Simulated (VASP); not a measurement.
A run of VASP 6.6.1 is set up as follows.

File INCAR:

```
ALGO = Fast ; EDIFF = 1E-4
EDIFFG = -0.08 ; ENCUT = 520
GGA = PE ; IBRION = 2
ISIF = 3 ; ISMEAR = 0
KPAR = 2 ; LASPH = T
LCHARG = F ; LREAL = Auto
LWAVE = F ; NELM = 60
NSW = 24 ; PREC = Normal
SIGMA = 0.15
```

The input KPOINTS:

```
k-points
0
Gamma
  5 5 2
```

File POSCAR:

```
Ta2SiN2
1.0
    3.5500000000      0.0000000000      0.0000000000
   -1.7750000000      3.0743901800      0.0000000000
    0.0000000000      0.0000000000     12.1000000000
Ta Si N
4 2 4
Direct
    0.6666666700      0.3333333300      0.1100000000
    0.3333333300      0.6666666700      0.8900000000
    0.3333333300      0.6666666700      0.6100000000
    0.6666666700      0.3333333300      0.3900000000
    0.0000000000      0.0000000000      0.2500000000
    0.0000000000      0.0000000000      0.7500000000
    0.6666666700      0.3333333300      0.9350000000
    0.3333333300      0.6666666700      0.0650000000
    0.3333333300      0.6666666700      0.4350000000
    0.6666666700      0.3333333300      0.5650000000
```

Potentials or basis: VASP PAW PBE potentials, release 64 (Ta_pv, Si, N).

Command:

```console
$ cat potpaw_PBE.64/Ta_pv/POTCAR potpaw_PBE.64/Si/POTCAR potpaw_PBE.64/N/POTCAR > POTCAR
$ mpirun -np 2 vasp_std > vasp.out
```

(1) What does it give for the relaxed cell?

(2) Estimate the relaxed volume.

(3) Predict the band gap on the k mesh.

(4) Predict the space group after relaxing (to 0.05 Å).

## Answers

(1) a = 3.484 Å, b = 3.484 Å, c = 12.807 Å, α = 90.00°, β = 90.00°, γ = 120.00°.

(2) 13.46 Å³/atom.

(3) none (metal or under the smearing width).

(4) P6_3/mmc (No. 194).

Caveat: the k mesh is coarse (spacing up to 0.41 Å⁻¹), so the values aren't converged.
